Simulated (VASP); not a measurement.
# TbO (Pm-3m) in VASP: further runs

Runs on TbO. Level: PBEsol+U. Tasks: single point.

Program: VASP 6.6.1. These are calculated values, not measurements. Logs are shortened: lines on timing, memory, paths and dates and some standing lists are left out, and cuts for length are marked.

## (1) Starting point

The structure is cubic, space group Pm-3m (No. 221). The conventional cell has a = 2.784 Å, b = 2.784 Å, c = 2.784 Å, α = 90.00°, β = 90.00°, γ = 90.00°. Tb (site symmetry m-3m) has 8 O at 2.41 Å as nearest neighbours. Around O (site symmetry m-3m) lie 8 Tb at 2.41 Å.

The cell comes from a database or a generator and needn't be the stable form of this composition.

## (2) Single point, PBEsol+U, collinear spin, antiferromagnetic start

Input file INCAR:

```
SYSTEM = TbO
PREC     = Accurate       ! precision mode
ENCUT    = 520            ! plane-wave cutoff, eV
EDIFF    = 1E-7           ! SCF threshold, eV
ISMEAR   = 0              ! smearing method
SIGMA    = 0.05           ! smearing width, eV
LREAL    = .False.        ! projectors in reciprocal space
LASPH    = .True.         ! aspherical terms in the spheres
NELM     = 100            ! most SCF steps
ALGO     = Normal         ! electronic algorithm
ISIF     = 2              ! what is computed and relaxed
LWAVE    = .False.        ! write WAVECAR
LCHARG   = .False.        ! write CHGCAR
ISPIN    = 2              ! spin polarisation
MAGMOM   = 6 -6 0 0       ! initial moments
LORBIT   = 11             ! projections on sites
LMAXMIX  = 6              ! l up to which the mixer works
LDAU     = .True.         ! DFT+U
LDAUTYPE = 2            
LDAUL    = 3 -1           ! shell
LDAUU    = 4 0            ! U, eV
LDAUJ    = 0 0          
LDAUPRINT= 1            
GGA      = PS             ! functional
NBANDS   = 37             ! bands
```

Input file KPOINTS:

```
regular mesh
0
Gamma
  7 7 4
  0 0 0
```

Input file POSCAR:

```
TbO
1.0
    2.7838380500      0.0000000000      0.0000000000
    0.0000000000      2.7838380500      0.0000000000
    0.0000000000      0.0000000000      5.5676761000
Tb O
2 2
Direct
    0.0000000000      0.0000000000      0.0000000000
    0.0000000000      0.0000000000      0.5000000000
    0.5000000000      0.5000000000      0.2500000000
    0.5000000000      0.5000000000      0.7500000000
```

Potentials or basis: VASP PAW PBE potentials, release 64 (Tb, O).

Run with:

```bash
$ cat potpaw_PBE.64/Tb/POTCAR potpaw_PBE.64/O/POTCAR > POTCAR
$ mpirun -np 1 vasp_std > vasp.out
```

OUTCAR:

```text
SYSTEM = TbO
   PREC = Accurate
   ENCUT = 520
   EDIFF = 1E-7
   ISMEAR = 0
   LREAL = .False.
   LASPH = .True.
   NELM = 100
   ISIF = 2
   ISPIN = 2
   LORBIT = 11
   GGA = PS

 ion  position               nearest neighbor table
   1  0.000  0.000  0.000-   3 2.41   4 2.41   3 2.41   4 2.41   3 2.41   4 2.41   3 2.41   4 2.41
                             2 2.78   2 2.78
   2  0.000  0.000  0.500-   3 2.41   4 2.41   3 2.41   4 2.41   3 2.41   4 2.41   3 2.41   4 2.41
                             1 2.78   1 2.78
   3  0.500  0.500  0.250-   1 2.41   2 2.41   1 2.41   2 2.41   1 2.41   2 2.41   1 2.41   2 2.41

   4  0.500  0.500  0.750-   1 2.41   2 2.41   1 2.41   2 2.41   1 2.41   2 2.41   1 2.41   2 2.41

  LATTYP: Found a simple tetragonal cell.
 ALAT       =     2.7838380500
 C/A-ratio  =     2.0000000000

  Lattice vectors:

 A1 = (   2.7838380500,   0.0000000000,   0.0000000000)
 A2 = (   0.0000000000,   2.7838380500,   0.0000000000)
 A3 = (   0.0000000000,   0.0000000000,   5.5676761000)

Analysis of symmetry for initial positions (statically):
=====================================================================
 Subroutine PRICEL returns following result:

  LATTYP: Found a simple cubic cell.
 ALAT       =     2.7838380500
[... 12 lines left out ...]
 Subroutine GETGRP returns: Found 16 space group operations
 (whereof 16 operations were pure point group operations)
 out of a pool of 16 trial point group operations.

The static configuration has the point symmetry D_4h.

Analysis of symmetry for dynamics (positions and initial velocities):
=====================================================================
 Subroutine PRICEL returns following result:

  LATTYP: Found a simple cubic cell.
 ALAT       =     2.7838380500
[... 12 lines left out ...]
 Subroutine GETGRP returns: Found 16 space group operations
 (whereof 16 operations were pure point group operations)
 out of a pool of 16 trial point group operations.

The dynamic configuration has the point symmetry D_4h.

Analysis of structural, dynamic, and magnetic symmetry:
=====================================================================
 Subroutine PRICEL returns following result:

  LATTYP: Found a simple cubic cell.
 ALAT       =     2.7838380500
[... 12 lines left out ...]
 Subroutine GETGRP returns: Found 16 space group operations
 (whereof 16 operations were pure point group operations)
 out of a pool of 16 trial point group operations.

The overall configuration has the point symmetry D_4h.

 Subroutine INISYM returns: Found 16 space group operations
 (whereof 16 operations are pure point group operations),
 and found     2 'primitive' translations

----------------------------------------------------------------------------------------

                                     Primitive cell

  volume of cell :      21.5741

[... 173 lines left out ...]

atom =   2  type =  1  l = 3

 onsite density matrix

spin component  1

  0.2564  0.0000  0.3226 -0.0000  0.0000 -0.0000  0.0000
  0.0000  0.0209 -0.0000  0.0000  0.0000  0.0000  0.0000
  0.3226 -0.0000  0.4232 -0.0000  0.0000  0.0000  0.0000
 -0.0000  0.0000 -0.0000  0.0112  0.0000 -0.0000  0.0000
  0.0000  0.0000  0.0000  0.0000  0.4232 -0.0000 -0.3226
 -0.0000  0.0000  0.0000 -0.0000 -0.0000  0.0056 -0.0000
  0.0000  0.0000  0.0000  0.0000 -0.3226 -0.0000  0.2564

spin component  2

  0.9867  0.0000 -0.0020 -0.0000 -0.0000  0.0000  0.0000
  0.0000  1.0011 -0.0000  0.0000 -0.0000 -0.0000  0.0000
 -0.0020 -0.0000  0.9873  0.0000  0.0000  0.0000 -0.0000
 -0.0000  0.0000  0.0000  0.9871  0.0000  0.0000 -0.0000
 -0.0000 -0.0000  0.0000  0.0000  0.9873  0.0000  0.0020
  0.0000 -0.0000  0.0000  0.0000  0.0000  0.9891 -0.0000
  0.0000  0.0000 -0.0000 -0.0000  0.0020 -0.0000  0.9867

 occupancies and eigenvectors

  o =  0.0056  v =  0.0000  0.0000 -0.0000 -0.0000 -0.0000 -1.0000 -0.0000  0.0000  0.0000  0.0000  0.0000  0.0000  0.0000  0.0000      0.0000  0.0000  0.0000  0.0000  0.0000  0.0000  0.0000  0.0000  0.0000  0.0000  0.0000  0.0000  0.0000  0.0000
[... 8 lines left out ...]
  o =  0.9890  v =  0.0000  0.0000  0.0000  0.0000  0.0000  0.0000  0.0000  0.0000  0.0000  0.0000 -0.0000 -0.7601 -0.0000 -0.6497      0.0000  0.0000  0.0000  0.0000  0.0000  0.0000  0.0000  0.0000  0.0000  0.0000  0.0000  0.0000  0.0000  0.0000
  o =  0.9891  v =  0.0000  0.0000  0.0000  0.0000  0.0000  0.0000  0.0000  0.0000  0.0000 -0.0000 -0.0000  0.0000 -1.0000  0.0000      0.0000  0.0000  0.0000  0.0000  0.0000  0.0000  0.0000  0.0000  0.0000  0.0000  0.0000  0.0000  0.0000  0.0000
  o =  1.0011  v =  0.0000  0.0000  0.0000  0.0000  0.0000  0.0000  0.0000  0.0000  1.0000  0.0000  0.0000 -0.0000  0.0000  0.0000      0.0000  0.0000  0.0000  0.0000  0.0000  0.0000  0.0000  0.0000  0.0000  0.0000  0.0000  0.0000  0.0000  0.0000

 number of electron      50.0000004 magnetization       0.0000000

 Free energy of the ion-electron system (eV)
  ---------------------------------------------------
  ext. energy  EPLUGINS =         0.00000000
  ---------------------------------------------------
  free energy    TOTEN  =       -36.45853772 eV

  energy without entropy =      -36.45655330  energy(sigma->0) =      -36.45754551

 E-fermi :   8.0650     XC(G=0): -13.9437

 val. band max:        8.0359864022   @ k =   0.2857   0.1429   0.5000
 cond. band min:       8.1721172169   @ k =   0.1429   0.1429   0.5000
 fundamental gap:      0.1361308148
 Fermi energy:         8.0649559151

 spin component 1

 k-point     1 :       0.0000    0.0000    0.0000
  band No.  band energies     occupation
      1     -38.0992      1.00000
      2     -35.6966      1.00000
      3     -17.4042      1.00000
      4     -13.5072      1.00000
      5     -13.5072      1.00000
      6     -12.8256      1.00000
[... 1913 lines left out ...]
     36      14.0117      0.00000
     37      14.7778      0.00000

 [... further k-points ...]

------------------------ aborting loop because EDIFF is reached ----------------------------------------

  FORCE on cell =-STRESS in cart. coord.  units (eV):
  Direction    XX          YY          ZZ          XY          YZ          ZX
  --------------------------------------------------------------------------------------
  -------------------------------------------------------------------------------------
  Total       10.7083004     10.7083004     10.5254492      0.0000000      0.0000000      0.0000000
  in kB      397.6209281    397.6209281    390.8312900      0.0000000      0.0000000      0.0000000
  external PRESSURE =     395.3577154 kB  Pullay stress =       0.0000000 kB

 VOLUME and BASIS-vectors are now :
 -----------------------------------------------------------------------------
  energy-cutoff  :      520.00
  volume of cell :       43.15
      direct lattice vectors                 reciprocal lattice vectors
     2.783838050  0.000000000  0.000000000     0.359216299  0.000000000  0.000000000
     0.000000000  2.783838050  0.000000000     0.000000000  0.359216299  0.000000000
     0.000000000  0.000000000  5.567676100     0.000000000  0.000000000  0.179608149

 POSITION                                       TOTAL-FORCE (eV/Angst)
 -----------------------------------------------------------------------------------
      0.00000      0.00000      0.00000        -0.000000      0.000000     -0.000000
      0.00000      0.00000      2.78384        -0.000000      0.000000      0.000000
      1.39192      1.39192      1.39192         0.000000     -0.000000     -0.000000
      1.39192      1.39192      4.17576         0.000000     -0.000000     -0.000000
 -----------------------------------------------------------------------------------
    total drift:                                0.000000     -0.000000      0.000000

  FREE ENERGIE OF THE ION-ELECTRON SYSTEM (eV)
  ---------------------------------------------------
  free  energy   TOTEN  =       -36.4585377205 eV

  energy  without entropy=      -36.4565532951  energy(sigma->0) =      -36.45754551

 total charge

# of ion       s       p       d       f       tot
--------------------------------------------------
    1        2.030   5.663   0.774   8.310  16.777
    2        2.030   5.663   0.774   8.310  16.777
    3        1.552   3.504   0.000   0.000   5.056
    4        1.552   3.504   0.000   0.000   5.056
--------------------------------------------------
tot          7.163  18.334   1.549  16.619  43.665

 magnetization (x)

# of ion       s       p       d       f       tot
--------------------------------------------------
    1       -0.005  -0.053   0.004   5.525   5.472
    2        0.005   0.053  -0.004  -5.525  -5.472
    3        0.000   0.000   0.000   0.000   0.000
    4        0.000   0.000   0.000   0.000   0.000
--------------------------------------------------
tot          0.000   0.000   0.000   0.000   0.000
```

Wall time 6 min (1 thread of Intel Xeon 6975P-C (Granite Rapids), shared host); peak memory 0.24 GiB.

Results:

```
Free energy                                           : -36.4585 eV
Pressure                                              : 39.5 GPa
Band gap on the k mesh                                : none (metal or under the smearing width)
Net moment                                            : 0.00 μB per cell
Site moments                                          : Tb +5.47, -5.47; O +0.00 μB
Valence electrons inside the program's atomic spheres : Tb 16.78; O 5.06
```

Levels at points of the mesh, in eV from the Fermi level:
Spin up:
| k point | band 23 | band 24 | band 25 | band 26 | band 27 | band 28 |
| --- | --- | --- | --- | --- | --- | --- |
| (0.00, 0.00, 0.00) | -3.64 | -2.42 | -2.42 | -0.74 | 0.46 | 0.46 |
| (0.00, 0.00, 0.50) | -3.84 | -1.90 | -1.46 | 0.46 | 0.46 | 0.84 |
Spin down:
| k point | band 22 | band 23 | band 24 | band 25 | band 26 | band 27 | band 28 | band 29 |
| --- | --- | --- | --- | --- | --- | --- | --- | --- |
| (0.00, 0.00, 0.00) | -3.64 | -3.64 | -2.42 | -2.42 | -0.74 | 0.46 | 0.46 | 2.62 |
| (0.00, 0.00, 0.50) | -3.84 | -3.84 | -1.90 | -1.46 | 0.46 | 0.46 | 0.84 | 1.91 |

Eigenvalues of the final occupation matrices:
```
    site  spin  trace                         eigenvalues
site 1 f     1   6.93  0.98 0.98 0.99 0.99 0.99 0.99 1.00
site 1 f     2   1.40  0.01 0.01 0.01 0.01 0.02 0.67 0.67
site 2 f     1   1.40  0.01 0.01 0.01 0.01 0.02 0.67 0.67
site 2 f     2   6.93  0.98 0.98 0.99 0.99 0.99 0.99 1.00
```

Caveat: the magnetic or orbital state may not be the lowest; a pressure of tens of GPa on the cell as given is suspect, and the run, the potentials or the cell itself is likely at fault; the PAW data sets were made with another functional, which shifts forces and pressure a little; spin-orbit coupling is left out, which moves the levels of the heavy elements.

## (3) Single point, PBEsol+U, collinear spin, random start

This run uses another cell than the first one: it holds 2 atoms, not 4.

Input file INCAR:

```
SYSTEM = TbO
PREC     = Accurate       ! precision mode
ENCUT    = 520            ! plane-wave cutoff, eV
EDIFF    = 1E-6           ! SCF threshold, eV
ISMEAR   = 0              ! smearing method
SIGMA    = 0.05           ! smearing width, eV
LREAL    = .FALSE.        ! projectors in reciprocal space
LASPH    = .TRUE.         ! aspherical terms in the spheres
NELM     = 150            ! most SCF steps
ALGO     = Normal         ! electronic algorithm
ISIF     = 2              ! what is computed and relaxed
LWAVE    = .FALSE.        ! write WAVECAR
LCHARG   = .TRUE.         ! write CHGCAR
ISPIN    = 2              ! spin polarisation
MAGMOM   = 0.2 0          ! initial moments
LORBIT   = 11             ! projections on sites
LMAXMIX  = 6              ! l up to which the mixer works
LDAU     = .TRUE.         ! DFT+U
LDAUTYPE = 2            
LDAUL    = 3 -1           ! shell
LDAUU    = 4 0            ! U, eV
LDAUJ    = 0 0          
LDAUPRINT= 1            
GGA      = PS             ! functional
LELF     = .TRUE.         ! ELF
LVHAR    = .TRUE.       
NBANDS   = 24             ! bands
```

Input file KPOINTS:

```
Automatic mesh
0
G
  7 7 7
  0 0 0
```

Input file POSCAR:

```
TbO
1.0
    2.7838380500      0.0000000000      0.0000000000
    0.0000000000      2.7838380500      0.0000000000
    0.0000000000      0.0000000000      2.7838380500
Tb O
1 1
Direct
    0.0000000000      0.0000000000      0.0000000000
    0.5000000000      0.5000000000      0.5000000000
```

Potentials or basis: VASP PAW PBE potentials, release 64 (Tb, O).

Run with:

```bash
$ cat potpaw_PBE.64/Tb/POTCAR potpaw_PBE.64/O/POTCAR > POTCAR
$ mpirun -np 1 vasp_std > vasp.out
```

Run time: 29 s. Hardware: 1 thread of Intel Xeon 6975P-C (Granite Rapids), shared host; peak memory 0.17 GiB.

Results (log left out):

* Free energy: -17.7340 eV
* Pressure: 36.4 GPa
* Band gap on the k mesh: none (metal or under the smearing width)
* Net moment: 6.06 μB per cell
* Site moments: Tb +5.87; O +0.01 μB
* Valence electrons inside the program's atomic spheres: Tb 16.70; O 5.05

Levels at points of the mesh, in eV from the Fermi level:
Spin up:
| k point | band 14 | band 15 | band 16 | band 17 | band 18 | band 19 |
| --- | --- | --- | --- | --- | --- | --- |
| (0.00, 0.00, 0.00) | -4.01 | -4.01 | -3.00 | -3.00 | 2.92 | 7.92 |
Spin down:
```
           k point  band 8  band 9  band 10  band 11  band 12  band 13
(0.00, 0.00, 0.00)   -4.48   -2.33    -2.33     0.65     0.65     0.65
```

Eigenvalues of the final occupation matrices:
| site | spin | trace | eigenvalues |
| --- | --- | --- | --- |
| site 1 f | 1 | 6.95 | 0.99 0.99 0.99 0.99 0.99 0.99 1.00 |
| site 1 f | 2 | 1.15 | 0.01 0.01 0.01 0.02 0.37 0.37 0.37 |

Caveat: the magnetic or orbital state may not be the lowest; a pressure of tens of GPa on the cell as given is suspect, and the run, the potentials or the cell itself is likely at fault; the PAW data sets were made with another functional, which shifts forces and pressure a little; spin-orbit coupling is left out, which moves the levels of the heavy elements.

## (4) Single point, PBEsol+U, collinear spin, ferromagnetic start

This run uses another cell than the first one: it holds 2 atoms, not 4.

Input file INCAR:

```
ALGO     = Normal         # electronic algorithm
EDIFF    = 1E-6           # SCF threshold, eV
ENCUT    = 520            # plane-wave cutoff, eV
GGA      = PS             # functional
ISIF     = 2              # what is computed and relaxed
ISMEAR   = 0              # smearing method
ISPIN    = 2              # spin polarisation
LASPH    = True           # aspherical terms in the spheres
LCHARG   = False          # write CHGCAR
LDAU     = True           # DFT+U
LDAUJ    = 0 0          
LDAUL    = 3 -1           # shell
LDAUPRINT= 1            
LDAUTYPE = 2            
LDAUU    = 4 0            # U, eV
LMAXMIX  = 6              # l up to which the mixer works
LORBIT   = 11             # projections on sites
LREAL    = False          # projectors in reciprocal space
LWAVE    = False          # write WAVECAR
MAGMOM   = 6 0            # initial moments
NELM     = 100            # most SCF steps
NUPDOWN  = 4              # fixed moment
PREC     = Accurate       # precision mode
SIGMA    = 0.05           # smearing width, eV
```

Input file KPOINTS:

```
k-points
0
Gamma
  7 7 7
```

POSCAR is that of step 3.

Run with:

```bash
$ cat potpaw_PBE.64/Tb/POTCAR potpaw_PBE.64/O/POTCAR > POTCAR
$ mpirun -np 1 vasp_std > vasp.out
```

Wall time 26 s (1 thread of Intel Xeon 6975P-C (Granite Rapids), shared host); peak memory 0.17 GiB.

Results (log left out):

| Quantity | Value |
| --- | --- |
| Free energy | -15.3000 eV |
| Pressure | 39.0 GPa |
| Net moment | 4.00 μB per cell |
| Site moments | Tb +4.06; O -0.01 μB |
| Valence electrons inside the program's atomic spheres | Tb 16.83; O 5.05 |

Eigenvalues of the final occupation matrices:
| site | spin | trace | eigenvalues |
| --- | --- | --- | --- |
| site 1 f | 1 | 6.41 | 0.82 0.82 0.82 0.99 0.99 0.99 1.00 |
| site 1 f | 2 | 2.07 | 0.01 0.01 0.01 0.02 0.68 0.68 0.68 |

Caveat: the magnetic or orbital state may not be the lowest; the moment is held away from its start; a pressure of tens of GPa on the cell as given is suspect, and the run, the potentials or the cell itself is likely at fault; the PAW data sets were made with another functional, which shifts forces and pressure a little; spin-orbit coupling is left out, which moves the levels of the heavy elements; the total moment is fixed, so each spin has its own Fermi level.

## (5) Single point, PBEsol+U, non-collinear spin, random start

This run uses another cell than the first one: it holds 2 atoms, not 4.

Input file INCAR:

```
  PREC = Accurate
  ENCUT = 520
  EDIFF = 1E-7
  ISMEAR = 0
  SIGMA = 0.05
  LREAL = False
  LASPH = True
  NELM = 100
  ALGO = Normal
  ISIF = 2
  LWAVE = False
  LCHARG = False
  LNONCOLLINEAR = True
  MAGMOM = 0.793 -0.846 0.037 0 0 0
  LORBIT = 11
  LMAXMIX = 6
  LDAU = True
  LDAUTYPE = 2
  LDAUL = 3 -1
  LDAUU = 4 0
  LDAUJ = 0 0
  LDAUPRINT = 1
  GGA = PS
  NBANDS = 37
```

Input file KPOINTS:

```
regular mesh
0
Gamma
  7 7 7
```

POSCAR is that of step 4.

Run with:

```bash
$ cat potpaw_PBE.64/Tb/POTCAR potpaw_PBE.64/O/POTCAR > POTCAR
$ mpirun -np 1 vasp_ncl > vasp.out
```

It took 18 min on 1 thread of Intel Xeon 6975P-C (Granite Rapids), shared host; peak memory 0.38 GiB.

Results (log left out):

```
Free energy                                           : -18.7345 eV
Pressure                                              : 40.0 GPa
Band gap on the k mesh                                : none (metal or under the smearing width)
Net moment                                            : 6.22 μB per cell
Valence electrons inside the program's atomic spheres : Tb 16.68; O 5.05
```

Stress tensor (GPa, compression positive):
```
39.75 -0.84 -0.60
-0.84 40.20  1.03
-0.60  1.03 39.94
```

Levels at points of the mesh, in eV from the Fermi level:
```tsv
k point	band 21	band 22	band 23	band 24	band 25	band 26	band 27	band 28	band 29	band 30
(0.00, 0.00, 0.00)	-4.46	-4.45	-4.26	-3.48	-3.48	-2.64	-2.64	-2.35	0.88	0.93
```

Moments on the atoms (μB; x, y, z):
```
Tb   4.11 -4.38  0.19
O   -0.01  0.01  0.00
```

Caveat: the magnetic or orbital state may not be the lowest; a pressure of tens of GPa on the cell as given is suspect, and the run, the potentials or the cell itself is likely at fault; the PAW data sets were made with another functional, which shifts forces and pressure a little; spin-orbit coupling is left out, which moves the levels of the heavy elements. The state reached can hang on the start; a lower one may exist.

## (6) Overview

| spin | fixed moment (μB) | k mesh | supercell matrix | gap on the mesh (eV) | pressure (GPa) | moment (μB) |
| --- | --- | --- | --- | --- | --- | --- |
| collinear, antiferromagnetic start | - | 7 × 7 × 4 | [1, 0, 0, 0, 1, 0, 0, 0, 2] | none | 39.5 | 0.00 |
| collinear, random start | - | 7 × 7 × 7 | - | none | 36.4 | 6.06 |
| collinear, ferromagnetic start | 4 | 7 × 7 × 7 | - | - | 39.0 | 4.00 |
| non-collinear, random start | - | 7 × 7 × 7 | - | none | 40.0 | 6.22 |

Alike in all rows: task single point; level PBEsol+U; potentials or basis VASP PAW PBE potentials, release 64 (Tb, O); Tb f U = 4 eV; cell as given; cutoff (eV) 520; smearing gaussian 0.05 eV.

Every run on the cell as given and a fine mesh finds a metal.

Caveats: the magnetic or orbital state may not be the lowest; a pressure of tens of GPa on the cell as given is suspect, and the run, the potentials or the cell itself is likely at fault; the PAW data sets were made with another functional, which shifts forces and pressure a little; spin-orbit coupling is left out, which moves the levels of the heavy elements; the moment is held away from its start (some runs); the total moment is fixed, so each spin has its own Fermi level (some runs).

Total energies depend on the potentials used, so only differences within one code and one set of settings carry meaning.
